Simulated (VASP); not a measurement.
These are vdW-DF-cx, VASP's PBE PAW potentials (set 64) (plane waves; VASP) values and carry that method's errors.

VASP input:

### POSCAR
```
V
1.0
 -1.4949259536   1.4949259536   1.4949259536
  1.4949259536  -1.4949259536   1.4949259536
  1.4949259536   1.4949259536  -1.4949259536
V
1
Cart
  0.0000000000   0.0000000000   0.0000000000
```

### INCAR
```
# general
SYSTEM    =  V
PREC      =  Accurate
ENCUT     =  520
LREAL     =  .FALSE.   # projection in real space or not
LASPH     =  .TRUE.   # aspherical one-centre terms

# electronic loop
EDIFF     =  1E-7   # SCF stop (eV)
NELM      =  100
ALGO      =  Normal
LMAXMIX   =  4   # l cut-off of mixed one-centre charges

# smearing
ISMEAR    =  1
SIGMA     =  0.1

# functional
GGA       =  CX
LUSE_VDW  =  .TRUE.
AGGAC     =  0.0

# ions
ISIF      =  2

# output
LWAVE     =  .FALSE.
LCHARG    =  .FALSE.
```

**KPOINTS**
```
Automatic mesh
0
Gamma
17 17 17
0 0 0
```

POTCAR, in this order: V_sv (PBE.64 set). Program: vasp_std.

Question: What does the run give for the energy per atom (σ→0), pressure, band gap (on the k-mesh)?

Answer: 
The energy per atom (σ→0) is -6.212 eV/atom and the band gap (on the k-mesh) comes out as none (metal, semimetal or under 0.01 eV). The pressure is -5.18 GPa.

File OSZICAR:
```
...
DAV:   7    -0.622067019760E+01    0.19314E-01   -0.23598E-02  3324   0.231E+00    0.953E-01
DAV:   8    -0.621237663735E+01    0.82936E-02   -0.71273E-03  3330   0.148E+00    0.684E-02
DAV:   9    -0.621242242642E+01   -0.45789E-04   -0.94158E-05  3334   0.162E-01    0.342E-02
DAV:  10    -0.621243483174E+01   -0.12405E-04   -0.12851E-05  3320   0.413E-02    0.165E-03
DAV:  11    -0.621243523996E+01   -0.40822E-06   -0.50468E-08  1828   0.381E-03    0.843E-04
DAV:  12    -0.621243540602E+01   -0.16607E-06   -0.29448E-08  1662   0.294E-03    0.309E-04
DAV:  13    -0.621243541231E+01   -0.62903E-08   -0.28879E-09  1652   0.986E-04
   1 F= -.62124354E+01 E0= -.62120272E+01  d E =-.122452E-02
```

The compound is V in the bcc structure. This cell is one point of a volume scan, at 1.03 of the reference volume. The run is not spin-polarised, so no magnetic state was tried.
